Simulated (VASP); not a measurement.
Here is the system:

```
CELL_PARAMETERS angstrom
      4.06503     0.00000     0.00000
      0.00000     4.06503     0.00000
      0.00000     0.00000     4.06503
ATOMIC_POSITIONS crystal
  Sc 0.00000 0.00000 0.00000
  Al 0.00000 0.50000 0.50000
  Al 0.50000 0.00000 0.50000
  Al 0.50000 0.50000 0.00000
```

These are PBE GGA with D3 dispersion (zero damping), VASP's PBE PAW potentials (set 64) (plane waves; VASP) values and carry that method's errors. Run with 520 eV cut-off, 9×9×9 Γ-centred mesh, tetrahedra with Blöchl corrections, potentials Sc_sv Al.

The cores are frozen, which limits the accuracy of field gradients.

Task: Give the principal components of the electric field gradient (V/Å²) and the asymmetry η at each nucleus.

Result: 
| atom | Vxx | Vyy | Vzz | η |
|---|---|---|---|---|
| Sc1 | 0.0 | 0.0 | 0.0 | - |
| Al2 | -9.9 | -9.9 | 19.9 | 0.00 |
| Al3 | -9.9 | -9.9 | 19.9 | 0.00 |
| Al4 | -9.9 | -9.9 | 19.9 | 0.00 |

The compound is Al3Sc in the L1_2 structure. It was relaxed first.
